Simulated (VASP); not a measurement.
Computed with PBEsol GGA, VASP's PBE PAW potentials (set 64) (plane waves; VASP).

The input files of a VASP run:

### INCAR
```
SYSTEM = Al2Os
PREC = Accurate; ENCUT = 400; LREAL = .FALSE.
LASPH = .TRUE.
EDIFF = 1E-7; NELM = 100; ALGO = Normal
LMAXMIX = 6
ISMEAR = -5
GGA = PS
ISIF = 2
LWAVE = .FALSE.; LCHARG = .TRUE.; LORBIT = 11
NEDOS = 601
LEFG = .TRUE.
```

POSCAR:
```
Al2Os
8.3012750
 -0.1901213655   0.1901213655   0.4999999748
  0.1901213655  -0.1901213655   0.4999999748
  0.1901213655   0.1901213655  -0.4999999748
Al Os
2 1
Direct
  0.3385482310   0.3385482310   1.0000000000
  0.6614517690   0.6614517690   0.0000000000
  1.0000000000   1.0000000000   1.0000000000
```

KPOINTS:
```
kpoints
0
G
  11 11 11
```

POTCAR, in this order: Al Os (PBE.64 set). Program: vasp_std.

Q: Estimate the energy per atom (σ→0).

A: 
```json
{
  "energy per atom (σ→0)": "-7.354 eV/atom"
}
```

### OSZICAR
```
...
DAV:   8    -0.220638513666E+02    0.53509E-01   -0.59017E-02  3257   0.185E+00    0.423E-01
DAV:   9    -0.220633129536E+02    0.53841E-03   -0.59934E-03  3949   0.695E-01    0.176E-01
DAV:  10    -0.220631276648E+02    0.18529E-03   -0.10380E-03  3860   0.262E-01    0.564E-02
DAV:  11    -0.220631287836E+02   -0.11187E-05   -0.30948E-05  3162   0.540E-02    0.160E-02
DAV:  12    -0.220631265365E+02    0.22471E-05   -0.92615E-06  3844   0.254E-02    0.216E-03
DAV:  13    -0.220631264164E+02    0.12005E-06   -0.40556E-07  2992   0.532E-03    0.166E-03
DAV:  14    -0.220631264329E+02   -0.16463E-07   -0.44309E-08  1617   0.181E-03
   1 F= -.22063126E+02 E0= -.22063126E+02  d E =0.000000E+00
```

The structure comes from a computed database's Al2Os entry (I4/mmm); how it stands against other phases isn't given here. It was relaxed first.
